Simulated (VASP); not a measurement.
Given:

```yaml
crystal:
  lattice:
    - [-3.08970, 3.08970, 3.08970]
    - [3.08970, -3.08970, 3.08970]
    - [3.08970, 3.08970, -3.08970]
  atoms:
    - { symbol: Cs, position: [0.00000, 0.00000, 0.00000] }
```

Calculation: AM05 GGA, VASP's PBE PAW potentials (set 64) (plane waves; VASP). Run with 520 eV cut-off, 8×8×8 Γ-centred mesh, first-order Methfessel-Paxton smearing of 0.10 eV, potentials Cs_sv.

Unless said otherwise, spin-orbit coupling is left out, though it shifts the bands of the heavy elements here.

### Question
Estimate the energy per atom (σ→0), band gap (on the k-mesh) with the smallest direct gap where there is one.

### Answer

```
Quantity                                                     Value
------------------------  ----------------------------------------
band gap (on the k-mesh)  none (metal, semimetal or under 0.01 eV)
energy per atom (σ→0)                               -0.815 eV/atom
```

Total energies compare only between runs with the same potentials, cut-off and functional.

The compound is Cs in the bcc structure. It was relaxed first. The start is the result of an earlier pass.
